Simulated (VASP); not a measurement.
Energy against volume of BN (zinc blende). Level of theory: rev-vdW-DF2, VASP's PBE PAW potentials (set 64) (plane waves; VASP). Numerical set-up: 520 eV cut-off, 12×12×12 Γ-centred mesh, Gaussian smearing of 0.050 eV, potentials B N.

```json
[
 {"V (Å³/atom)": "5.744", "E (eV/atom)": "-7.97528"},
 {"V (Å³/atom)": "5.922", "E (eV/atom)": "-7.98218"},
 {"V (Å³/atom)": "6.099", "E (eV/atom)": "-7.97645"},
 {"V (Å³/atom)": "6.277", "E (eV/atom)": "-7.95974"}
]
```

Problem. Fit these four points and predict the energy of the run at 5.566 Å³/atom.

Solution. A cubic in V^(−2/3), the third-order Birch-Murnaghan form, passes through the four points with V0 = 5.93 Å³/atom and B0 = 379 GPa, and gives -7.9538 eV/atom there. The run gave -7.9539 eV/atom, -0.1 meV/atom from the fit; all five points give B0 = 378 GPa.

The compound is BN in the zinc blende structure. It was relaxed first.
